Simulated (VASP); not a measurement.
Here is the system:

```xyz
3
Lattice="1.5774 -2.7321 0.0000 1.5774 2.7321 0.0000 0.0000 0.0000 3.5120" Properties=species:S:1:pos:R:3 pbc="T T T"
Zr     0.0000     0.0000     0.0000
B      1.5774     0.9107     1.7560
B      1.5774    -0.9107     1.7560
```

These are rev-vdW-DF2, VASP's PBE PAW potentials (set 64) (plane waves; VASP 6.6.1) values and carry that method's errors. Run with 520 eV cut-off, 10×10×8 Γ-centred mesh, first-order Methfessel-Paxton smearing of 0.10 eV, potentials Zr_sv B.

**Question.** The ions, cell shape and volume are relaxed. Give the cell that the relaxation ends in.

**Answer.** 
```xyz
3
Lattice="1.5813 -2.7389 0.0000 1.5813 2.7389 0.0000 0.0000 0.0000 3.5408" Properties=species:S:1:pos:R:3 pbc="T T T"
Zr     0.0000     0.0000     3.5408
B      1.5813     0.9130     1.7704
B      1.5813    -0.9130     1.7704
```
Space group P6/mmm (191), at a tolerance of 0.03 Å.

**Question.** How do energy and volume change from the first to the last step?

**Answer.** The energy (σ→0) changes by -1.5 meV/atom and the volume by +1.3 %, in 4 ionic steps.

The compound is ZrB2 in the AlB2 type structure. This run relaxes it. Symmetry was kept, so distortions that lower it aren't found.
